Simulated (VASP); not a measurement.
Data:

```xyz
3
Lattice="0.0000 3.5741 3.5741 3.5741 0.0000 3.5741 3.5741 3.5741 0.0000" Properties=species:S:1:pos:R:3 pbc="T T T"
Sr     0.0000     3.5741     3.5741
Cl     1.7871     1.7871     1.7871
Cl     5.3612     5.3612     5.3612
```

Level of theory: revPBE GGA, VASP's PBE PAW potentials (set 64) (plane waves; VASP). Numerical set-up: 520 eV cut-off, Gaussian smearing of 0.050 eV, potentials Sr_sv Cl.

Problem. Give the energies of bands 7 to 15 at the high-symmetry points, in eV from the valence-band maximum.

Solution. 
```json
[
 {"band": "7", "Γ": "-1.86", "X": "-2.42", "U": "-2.25", "L": "-1.35", "W": "-2.18"},
 {"band": "8", "Γ": "-1.86", "X": "-1.69", "U": "-1.70", "L": "-1.35", "W": "-1.97"},
 {"band": "9", "Γ": "-1.86", "X": "-1.69", "U": "-1.54", "L": "-1.33", "W": "-1.08"},
 {"band": "10", "Γ": "-0.30", "X": "-0.34", "U": "-0.61", "L": "-1.16", "W": "-1.08"},
 {"band": "11", "Γ": "-0.30", "X": "-0.34", "U": "-0.48", "L": "-0.94", "W": "-0.27"},
 {"band": "12", "Γ": "-0.30", "X": "0.00", "U": "-0.09", "L": "-0.94", "W": "-0.09"},
 {"band": "13", "Γ": "5.34", "X": "5.73", "U": "6.12", "L": "6.76", "W": "6.37"},
 {"band": "14", "Γ": "6.23", "X": "6.93", "U": "7.03", "L": "6.76", "W": "7.02"},
 {"band": "15", "Γ": "6.23", "X": "7.52", "U": "7.29", "L": "7.33", "W": "7.12"}
]
```

The gap is indirect, 5.35 eV, from the valence maximum at X to the conduction minimum at Γ.

Measured: gap 7.50 eV (computed value off by -2.15 eV), as given by Andrés Aguado et al., Journal of the Physical Society of Japan (1999), arXiv:cond-mat/9901145.

The compound is SrCl2 in the fluorite structure. It was relaxed first, which changed the volume by +7 %.
